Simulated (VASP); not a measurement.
A convergence study with VASP on HfB₂ (AlB2 type): one setting is varied, all else stays as given below, so the limit is that of these other settings.

```
HfB2
1.0
    1.57000    -2.71932     0.00000
    1.57000     2.71932     0.00000
    0.00000     0.00000     3.48000
Hf B
1 2
Cartesian
  0.00000   0.00000   0.00000
  1.57000   0.90644   1.74000
  1.57000  -0.90644   1.74000
```

The numbers are results of PBE GGA, VASP's PBE PAW potentials (set 64) (plane waves; VASP), not measurements. The tightest run used: 700 eV cut-off, 21×21×16 Γ-centred mesh, first-order Methfessel-Paxton smearing of 0.10 eV, potentials Hf_pv B.

The reference is 21×21×16 mesh, which took about 2 core-minutes. Costs are core time on shared hosts, one run each; read them as rough ratios.

Q: Of the settings 1×1×1 mesh; 2×2×2 mesh; 3×3×2 mesh; 4×4×3 mesh; 5×5×4 mesh; 6×6×5 mesh; 7×7×5 mesh; 8×8×6 mesh; 9×9×7 mesh; 10×10×8 mesh; 11×11×8 mesh; 12×12×9 mesh; 13×13×10 mesh; 14×14×11 mesh; 15×15×12 mesh; 16×16×12 mesh; 17×17×13 mesh; 18×18×14 mesh; 19×19×15 mesh; 20×20×15 mesh; 21×21×16 mesh, which is the lowest that keeps the difference from the reference in E (eV/atom) within 0.005 from there on, and what does it cost?

A: 8×8×6 mesh; its cost over the reference is about 1/10.
| setting | difference in E (eV/atom) | cost over the reference |
|---|---|---|
| 1×1×1 mesh | 2.6382 | about 1/40 |
| 2×2×2 mesh | 0.1806 | about 1/30 |
| 3×3×2 mesh | 0.0144 | about 1/30 |
| 4×4×3 mesh | 0.0177 | about 1/30 |
| 5×5×4 mesh | 0.0079 | about 1/20 |
| 6×6×5 mesh | 0.0166 | about 1/20 |
| 7×7×5 mesh | 0.0124 | about 1/10 |
| 8×8×6 mesh | 0.0008 | about 1/10 |
| 9×9×7 mesh | 0.0040 | about 1/8 |
| 10×10×8 mesh | 0.0008 | about 1/6 |
| 11×11×8 mesh | 0.0014 | about 1/5 |
| 12×12×9 mesh | 0.0012 | about 1/5 |
| 13×13×10 mesh | 0.0003 | about 1/4 |
| 14×14×11 mesh | 0.0001 | about 1/3 |
| 15×15×12 mesh | 0.0002 | about 1/2 |
| 16×16×12 mesh | 0.0001 | about 1/2 |
| 17×17×13 mesh | 0.0006 | within a factor of 2 |
| 18×18×14 mesh | 0.0003 | within a factor of 2 |
| 19×19×15 mesh | 0.0000 | within a factor of 2 |
| 20×20×15 mesh | 0.0001 | within a factor of 2 |
| 21×21×16 mesh | 0.0000 | reference |

Left out are rungs that failed or repeat a setting and relaxations that didn't move; long series are thinned to 24 rows.

The compound is HfB2 in the AlB2 type structure. The cell was not relaxed at this level.
